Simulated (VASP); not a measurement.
A run of VASP 6.6.1 is set up as follows.

INCAR

```
PREC = Accurate ; ENCUT = 600
EDIFF = 1E-7 ; ISMEAR = 0
SIGMA = 0.1 ; LREAL = F
LASPH = T ; NELM = 60
ALGO = Fast ; ISIF = 3
LWAVE = F ; LCHARG = F
IBRION = 2 ; NSW = 100
EDIFFG = -0.005
```

KPOINTS

```
Automatic mesh
0
Gamma
  14 14 12
```

POSCAR

```
CuAu
1.0
    2.8065733957      0.0000000000      0.0000000000
    0.0000000000      2.8065733957      0.0000000000
    0.0000000000      0.0000000000      3.5047949036
Cu Au
1 1
Direct
    0.5000000000      0.5000000000      0.5000000000
    0.0000000000      0.0000000000      0.0000000000
```

Potentials or basis: VASP PAW LDA potentials, release 64 (Cu, Au).

Run with:

```bash
$ cat potpaw_LDA.64/Cu/POTCAR potpaw_LDA.64/Au/POTCAR > POTCAR
$ mpirun -np 1 vasp_std > vasp.out
```

Task: What does it give for the relaxed cell?

Result: a = 2.812 Å, b = 2.812 Å, c = 3.498 Å, α = 90.00°, β = 90.00°, γ = 90.00°.

Task: Estimate the relaxed volume.

Result: 13.83 Å³/atom.

Task: What does it give for the band gap on the k mesh?

Result: None (metal or under the smearing width).

Task: Estimate the space group after relaxing (to 0.05 Å).

Result: P4/mmm (No. 123).

Final structure:
```
Cu Au
1.0
     2.81197    0.00000    0.00000
     0.00000    2.81197    0.00000
     0.00000    0.00000    3.49771
Cu Au
1 1
Direct
  0.50000 0.50000 0.50000
  0.00000 0.00000 0.00000
```

The run has no spin-orbit coupling, so splittings on Au are missing.
